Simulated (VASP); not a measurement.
# Mg6FeBi (Amm2) in VASP: reference runs

Aim: a first look at Mg6FeBi with PBE, on the cell as given and on a disturbed one.

Program: VASP 6.6.1. These are calculated values, not measurements. Logs are shortened: lines on timing, memory, paths and dates and some standing lists are left out, and cuts for length are marked.

### Step 1. Starting point

Symmetry: Amm2, No. 38, orthorhombic system. Conventional cell: a = 5.005 Å, b = 6.329 Å, c = 10.930 Å, α = 90.00°, β = 90.00°, γ = 90.00°. Bi (site symmetry mm2) is surrounded by 10 Mg at 3.04 to 3.27 Å and 2 Fe at 3.16 Å. Fe (site symmetry mm2) is surrounded by 8 Mg at 2.92 to 3.17 Å and 2 Bi at 3.16 Å. Around Mg (site symmetry mm2) lie 10 Mg at 3.08 to 3.18 Å and 2 Bi at 3.16 Å. Around Mg (site symmetry m) lie 2 Fe at 3.01 Å and 8 Mg at 3.01 to 3.32 Å and 2 Bi at 3.04 to 3.27 Å. Around Mg (site symmetry mm2) lie 10 Mg at 3.09 to 3.18 Å and 2 Fe at 3.17 Å. Mg (site symmetry m) is surrounded by 1 Fe at 2.92 Å and 8 Mg at 3.00 to 3.33 Å and 2 Bi at 3.18 Å.

The cell comes from a database or a generator and needn't be the stable form of this composition.

### Step 2. Single point, PBE, collinear spin, ferromagnetic start

File INCAR:

```
ALGO = Normal
EDIFF = 1E-7
ENCUT = 520
GGA = PE
ISIF = 2
ISMEAR = -1
ISPIN = 2
LASPH = True
LCHARG = False
LMAXMIX = 4
LORBIT = 11
LREAL = False
LWAVE = False
MAGMOM = 0 3 0 0 0 0 0 0
NBANDS = 32
NELM = 100
PREC = Accurate
SIGMA = 0.05
```

File KPOINTS:

```
k-points
0
Gamma
  6 5 5
```

File POSCAR:

```
Mg6FeBi
1.0
    5.0049770000      0.0000000000      0.0000000000
    0.0000000000      3.1647195000      5.4648530000
    0.0000000000     -3.1647195000      5.4648530000
Bi Fe Mg
1 1 6
Direct
    0.5000000000      0.6707750000      0.6707750000
    0.0000000000      0.8474200000      0.8474200000
    0.5000000000      0.1684670000      0.1684670000
    0.5000000000      0.6748660000      0.1504060000
    0.5000000000      0.1504060000      0.6748660000
    0.0000000000      0.3339550000      0.3339550000
    0.0000000000      0.8403950000      0.3137150000
    0.0000000000      0.3137150000      0.8403950000
```

Potentials or basis: VASP PAW PBE potentials, release 64 (Bi_d, Fe, Mg).

Command:

```sh
cat potpaw_PBE.64/Bi_d/POTCAR potpaw_PBE.64/Fe/POTCAR potpaw_PBE.64/Mg/POTCAR > POTCAR
mpirun -np 1 vasp_std > vasp.out
```

OUTCAR:

```text
EDIFF = 1E-7
   ENCUT = 520
   GGA = PE
   ISIF = 2
   ISMEAR = -1
   ISPIN = 2
   LASPH = True
   LORBIT = 11
   LREAL = False
   NELM = 100
   PREC = Accurate

 ion  position               nearest neighbor table
   1  0.500  0.671  0.671-   4 3.04   5 3.04   2 3.16   2 3.16   3 3.16   3 3.16   8 3.18   7 3.18
                             7 3.18   8 3.18   5 3.27   4 3.27
   2  0.000  0.847  0.847-   7 2.92   8 2.92   4 3.01   5 3.01   4 3.01   5 3.01   1 3.16   1 3.16
                             6 3.17   6 3.17
   3  0.500  0.168  0.168-   7 3.08   8 3.08   7 3.08   8 3.08   6 3.09   6 3.09   4 3.14   5 3.14
                             1 3.16   1 3.16   4 3.18   5 3.18
   4  0.500  0.675  0.150-   2 3.01   2 3.01   5 3.01   1 3.04   7 3.08   7 3.08   6 3.12   6 3.12
                             3 3.14   3 3.18   1 3.27   5 3.32
   5  0.500  0.150  0.675-   2 3.01   2 3.01   4 3.01   1 3.04   8 3.08   8 3.08   6 3.12   6 3.12
                             3 3.14   3 3.18   1 3.27   4 3.32
   6  0.000  0.334  0.334-   3 3.09   3 3.09   5 3.12   4 3.12   4 3.12   5 3.12   7 3.14   8 3.14
                             2 3.17   2 3.17   8 3.18   7 3.18
   7  0.000  0.840  0.314-   2 2.92   8 3.00   4 3.08   4 3.08   3 3.08   3 3.08   6 3.14   1 3.18
                             1 3.18   6 3.18   8 3.33
   8  0.000  0.314  0.840-   2 2.92   7 3.00   5 3.08   5 3.08   3 3.08   3 3.08   6 3.14   1 3.18
                             1 3.18   6 3.18   7 3.33

  LATTYP: Found a base centered orthorhombic cell.
 ALAT       =     6.3294390000
 B/A-ratio  =     1.7268048558
 C/A-ratio  =     0.7907457517

  Lattice vectors:

 A1 = (   0.0000000000,   3.1647195000,  -5.4648530000)
 A2 = (   0.0000000000,   3.1647195000,   5.4648530000)
 A3 = (   5.0049770000,   0.0000000000,   0.0000000000)

Analysis of symmetry for initial positions (statically):
=====================================================================
 Subroutine PRICEL returns:
 Original cell was already a primitive cell.

 Routine SETGRP: Setting up the symmetry group for a
 base centered orthorhombic supercell.

 Subroutine GETGRP returns: Found  4 space group operations
 (whereof  4 operations were pure point group operations)
 out of a pool of  8 trial point group operations.

The static configuration has the point symmetry C_2v.

Analysis of symmetry for dynamics (positions and initial velocities):
=====================================================================
 Subroutine PRICEL returns:
 Original cell was already a primitive cell.

 Routine SETGRP: Setting up the symmetry group for a
 base centered orthorhombic supercell.

 Subroutine GETGRP returns: Found  4 space group operations
 (whereof  4 operations were pure point group operations)
[... 174 lines left out ...]

  energy without entropy =      -20.22907219  energy(sigma->0) =      -20.24945568

 E-fermi :   4.0383     XC(G=0):  -9.2603

 val. band max:        4.0379321697   @ k =   0.0000  -0.4000   0.4000
 cond. band min:       4.0394637684   @ k =   0.0000  -0.4000   0.4000
 fundamental gap:      0.0015315987
 Fermi energy:         4.0383330269

 spin component 1

 k-point     1 :       0.0000    0.0000    0.0000
  band No.  band energies     occupation
      1     -18.6668      1.00000
      2     -18.6651      1.00000
      3     -18.6612      1.00000
      4     -18.6586      1.00000
      5     -18.6548      1.00000
      6      -7.3312      1.00000
[... 757 lines left out ...]
     28       9.0409      0.00000
     29       9.1346      0.00000

 [... further k-points ...]

 spin component 2

 k-point     1 :       0.0000    0.0000    0.0000
  band No.  band energies     occupation
      1     -18.6711      1.00000
      2     -18.6595      1.00000
      3     -18.6592      1.00000
      4     -18.6569      1.00000
      5     -18.6564      1.00000
      6      -7.3400      1.00000
[... 757 lines left out ...]
     28       9.1159      0.00000
     29       9.1265      0.00000

 [... further k-points ...]

 [bands above 29 left out]

------------------------ aborting loop because EDIFF is reached ----------------------------------------

  FORCE on cell =-STRESS in cart. coord.  units (eV):
  Direction    XX          YY          ZZ          XY          YZ          ZX
  --------------------------------------------------------------------------------------
  -------------------------------------------------------------------------------------
  Total       -0.6578973      0.4913527      0.1994459      0.0000000      0.0000000      0.0000000
  in kB       -6.0886769      4.5473472      1.8458221      0.0000000      0.0000000      0.0000000
  external PRESSURE =       0.1014975 kB  Pullay stress =       0.0000000 kB

 VOLUME and BASIS-vectors are now :
 -----------------------------------------------------------------------------
  energy-cutoff  :      520.00
  volume of cell :      173.12
      direct lattice vectors                 reciprocal lattice vectors
     5.004977000  0.000000000  0.000000000     0.199801118  0.000000000  0.000000000
     0.000000000  3.164719500  5.464853000     0.000000000  0.157991885  0.091493769
     0.000000000 -3.164719500  5.464853000     0.000000000 -0.157991885  0.091493769

 POSITION                                       TOTAL-FORCE (eV/Angst)
 -----------------------------------------------------------------------------------
      2.50249      0.00000      7.33137         0.000000     -0.000000     -0.056157
      0.00000      0.00000      9.26205         0.000000     -0.000000      0.131902
      2.50249      0.00000      1.84129         0.000000     -0.000000      0.016415
      2.50249      1.65977      4.50999         0.000000     -0.042828     -0.024479
      2.50249     -1.65977      4.50999         0.000000      0.042828     -0.024479
      0.00000      0.00000      3.65003         0.000000     -0.000000     -0.023208
      0.00000      1.66679      6.30704         0.000000      0.016682     -0.009997
      0.00000     -1.66679      6.30704         0.000000     -0.016682     -0.009997
 -----------------------------------------------------------------------------------
    total drift:                               -0.000000      0.000000     -0.000274

  FREE ENERGIE OF THE ION-ELECTRON SYSTEM (eV)
  ---------------------------------------------------
  free  energy   TOTEN  =       -20.2698391642 eV

  energy  without entropy=      -20.2290721937  energy(sigma->0) =      -20.24945568

 total charge

# of ion       s       p       d       tot
------------------------------------------
    1        1.490   1.511   9.917  12.919
    2        0.346   0.229   6.173   6.748
    3        0.213   0.133   0.016   0.362
    4        0.201   0.135   0.017   0.353
    5        0.201   0.135   0.017   0.353
    6        0.204   0.138   0.012   0.354
    7        0.203   0.131   0.016   0.351
    8        0.203   0.131   0.016   0.351
--------------------------------------------------
tot          3.061   2.543  16.185  21.789

 magnetization (x)

# of ion       s       p       d       tot
------------------------------------------
    1        0.010  -0.014  -0.002  -0.006
    2        0.034   0.014   2.613   2.661
    3        0.004   0.006  -0.001   0.010
    4       -0.008  -0.005  -0.001  -0.015
    5       -0.008  -0.005  -0.001  -0.015
    6       -0.005  -0.005  -0.000  -0.011
    7       -0.006  -0.004  -0.001  -0.010
    8       -0.006  -0.004  -0.001  -0.010
--------------------------------------------------
tot          0.015  -0.017   2.606   2.604
```

stdout:

```text
POSCAR found type information on POSCAR BiFeMg
 POSCAR found :  3 types and       8 ions
 scaLAPACK will be used
 LDA part: xc-table for (Slater+PW92), standard interpolation
 POSCAR, INCAR and KPOINTS ok, starting setup
 FFT: planning ... GRIDC
 FFT: planning ... GRID_SOFT
 FFT: planning ... GRID
 WAVECAR not read
 entering main loop
```

Wall time 11 min (1 thread of Intel Xeon Platinum 8259CL at 2.50GHz (Skylake/Cascade Lake), shared host); peak memory 0.57 GiB.

Results:

```
Free energy                                           : -20.2698 eV
Pressure                                              : 0.0 GPa
Largest force                                         : 0.132 eV/Å
Band gap on the k mesh                                : none (metal or under the smearing width)
Net moment                                            : 2.47 μB per cell
Site moments                                          : Bi -0.01; Fe +2.66; Mg +0.01, -0.01 μB
Valence electrons inside the program's atomic spheres : Bi 12.92; Fe 6.75; Mg 0.36, 0.35
```

Forces on the atoms (eV/Å):
```
Bi   0.000  0.000 -0.056
Fe   0.000  0.000  0.132
Mg   0.000  0.000  0.016
Mg   0.000 -0.043 -0.024
Mg   0.000  0.043 -0.024
Mg   0.000  0.000 -0.023
Mg   0.000  0.017 -0.010
Mg   0.000 -0.017 -0.010
```

Caveat: spin-orbit coupling is left out, which moves the levels of the heavy elements.

### Step 3. Single point, PBE, collinear spin, ferromagnetic start (atoms moved at random, drawn with an rms of 0.05 Å)

File INCAR:

```
SYSTEM = Mg6FeBi
PREC = Accurate ; ENCUT = 520
EDIFF = 1E-7 ; ISMEAR = -1
SIGMA = 0.05 ; LREAL = .False.
LASPH = .True. ; NELM = 120
ALGO = Normal ; ISIF = 2
LWAVE = .False. ; LCHARG = .True.
ISPIN = 2 ; MAGMOM = 0 3 0 0 0 0 0 0
LORBIT = 11 ; LMAXMIX = 4
GGA = PE ; LELF = .True.
LVHAR = .True. ; NBANDS = 32
```

File KPOINTS:

```
Automatic mesh
0
Gamma
  6 5 5
  0 0 0
```

File POSCAR:

```
Mg6FeBi
1.0
    5.0049770000      0.0000000000      0.0000000000
    0.0000000000      3.1647195000      5.4648530000
    0.0000000000     -3.1647195000      5.4648530000
Bi Fe Mg
1 1 6
Direct
    0.4965620000      0.6659260000      0.6707320000
    0.0010850000      0.8528940000      0.8473420000
    0.4937100000      0.1604220000      0.1755400000
    0.5069600000      0.6657050000      0.1557350000
    0.4961140000      0.1531300000      0.6732560000
    0.0061710000      0.3338090000      0.3417880000
   -0.0005610000      0.8414830000      0.3124710000
    0.0053820000      0.3217420000      0.8349460000
```

Potentials or basis: VASP PAW PBE potentials, release 64 (Bi_d, Fe, Mg).

Command:

```sh
cat potpaw_PBE.64/Bi_d/POTCAR potpaw_PBE.64/Fe/POTCAR potpaw_PBE.64/Mg/POTCAR > POTCAR
mpirun -np 1 vasp_std > vasp.out
```

Run time: 25 min. Hardware: 1 thread of Intel Xeon Platinum 8259CL at 2.50GHz (Skylake/Cascade Lake), shared host; peak memory 0.83 GiB.

It converged, with:

```
Free energy                                           : -20.2489 eV
Pressure                                              : 0.1 GPa
Largest force                                         : 0.271 eV/Å
Band gap on the k mesh                                : none (metal or under the smearing width)
Net moment                                            : 2.50 μB per cell
Site moments                                          : Bi -0.01; Fe +2.68; Mg +0.01, -0.01 μB
Valence electrons inside the program's atomic spheres : Bi 12.92; Fe 6.74; Mg 0.36, 0.35
```

Forces in eV/Å, atoms in the order of the input:
```
Bi   0.070  0.022  0.108
Fe   0.006 -0.027  0.110
Mg   0.161  0.108 -0.004
Mg  -0.051  0.122 -0.028
Mg   0.137 -0.139 -0.049
Mg  -0.134  0.040 -0.194
Mg  -0.008  0.062 -0.008
Mg  -0.182 -0.189  0.066
```

Stress tensor (GPa, compression positive):
```
-0.42 -0.09  0.08
-0.09  0.43  0.03
 0.08  0.03  0.20
```

Levels at points of the mesh, in eV from the Fermi level:
Spin up:
| k point | band 17 | band 18 | band 19 | band 20 | band 21 | band 22 |
| --- | --- | --- | --- | --- | --- | --- |
| (0.00, 0.00, 0.00) | -1.79 | -1.64 | -0.65 | 1.33 | 2.19 | 2.62 |
| (0.50, 0.00, 0.00) | -1.09 | -0.99 | -0.78 | -0.44 | -0.39 | 0.16 |
Spin down:
| k point | band 13 | band 14 | band 15 | band 16 | band 17 | band 18 | band 19 | band 20 |
| --- | --- | --- | --- | --- | --- | --- | --- | --- |
| (0.00, 0.00, 0.00) | -2.21 | -1.31 | -0.48 | -0.32 | 0.23 | 0.31 | 0.74 | 1.70 |
| (0.50, 0.00, 0.00) | -1.30 | -1.29 | -1.22 | -0.88 | -0.68 | -0.53 | -0.40 | 0.50 |

Caveat: spin-orbit coupling is left out, which moves the levels of the heavy elements.
